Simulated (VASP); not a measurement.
Data:

```
CELL_PARAMETERS angstrom
      5.44368     0.00000     0.00000
     -2.72184     4.71436     0.00000
      0.00000     0.00000     4.29021
ATOMIC_POSITIONS crystal
  La 0.00000 0.00000 0.00000
  Ga 0.50000 0.00000 0.50000
  Ga 0.50000 0.50000 0.50000
  Ga 0.00000 0.50000 0.50000
  Pd 0.66667 0.33333 0.00000
  Pd 0.33333 0.66667 0.00000
```

These are PBEsol GGA, VASP's PBE PAW potentials (set 64) (plane waves; VASP 6.6.1) values and carry that method's errors. Numerical set-up: 300 eV cut-off, 6×6×7 Γ-centred mesh, Gaussian smearing of 0.050 eV, potentials La Ga_d Pd.

Problem. Give the energies of bands 28 to 41 at the high-symmetry points, in eV from the Fermi level.

Solution. 
```csv
band,Γ,M,K,A,L,H
28,-3.01,-3.49,-3.79,-3.48,-3.14,-3.20
29,-2.89,-3.10,-2.66,-3.44,-3.08,-3.20
30,-2.89,-2.89,-2.52,-2.76,-3.05,-2.95
31,-2.44,-2.72,-2.52,-2.69,-2.75,-2.15
32,-2.44,-2.05,-2.15,-2.69,-2.75,-1.71
33,-1.17,-1.65,-0.13,-0.79,-1.76,-1.71
34,-0.68,-0.24,0.12,-0.79,-0.62,-1.20
35,-0.56,1.36,0.12,-0.70,-0.46,-0.85
36,-0.56,1.41,0.59,-0.70,0.56,0.75
37,-0.25,1.72,0.59,0.42,2.10,0.75
38,2.39,1.87,2.24,0.42,2.31,2.33
39,2.46,1.97,2.24,1.57,2.34,2.49
40,2.46,2.31,2.47,2.22,2.46,2.50
41,2.64,2.48,2.50,2.45,2.47,2.52
```

It has no gap at this level: it comes out as a metal or semimetal.

The structure comes from a computed database's LaGa3Pd2 entry (P6/mmm); how it stands against other phases isn't given here. The cell was not relaxed at this level.
